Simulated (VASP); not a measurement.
A run of VASP 6.6.1:

File INCAR:

```
PREC = Accurate
ENCUT = 520
EDIFF = 1E-7
ISMEAR = -1
SIGMA = 0.08
LREAL = False
LASPH = True
NELM = 150
ALGO = Fast
ISIF = 2
LWAVE = False
LCHARG = False
ISPIN = 2
MAGMOM = 0 0.5 0.5 0.5
LORBIT = 11
LMAXMIX = 4
NBANDS = 31
```

Contents of KPOINTS:

```
regular mesh
0
Gamma
  9 9 9
```

File POSCAR:

```
TaCo3
1.0
    3.8999569489      0.0000000000      0.0000000000
    0.0000000000      3.8999569489      0.0000000000
    0.0000000000      0.0000000000      3.8999569489
Ta Co
1 3
Direct
    0.0000000000      0.0000000000      0.0000000000
    0.0000000000      0.5000000000      0.5000000000
    0.5000000000      0.0000000000      0.5000000000
    0.5000000000      0.5000000000      0.0000000000
```

Potentials or basis: VASP PAW LDA potentials, release 64 (Ta_pv, Co).

Launch:

```console
$ cat potpaw_LDA.64/Ta_pv/POTCAR potpaw_LDA.64/Co/POTCAR > POTCAR
$ mpirun -np 1 vasp_std > vasp.out
```

Hardware: 1 thread of Intel(R) Xeon(R) 6975P-C (Granite Rapids), with other jobs on the host.

How long does it take, and how much memory?

It took 110 s on 1 thread of Intel(R) Xeon(R) 6975P-C (Granite Rapids), on a shared host, peak memory 0.22 GiB. Counts: scf iterations 23, k points 35.
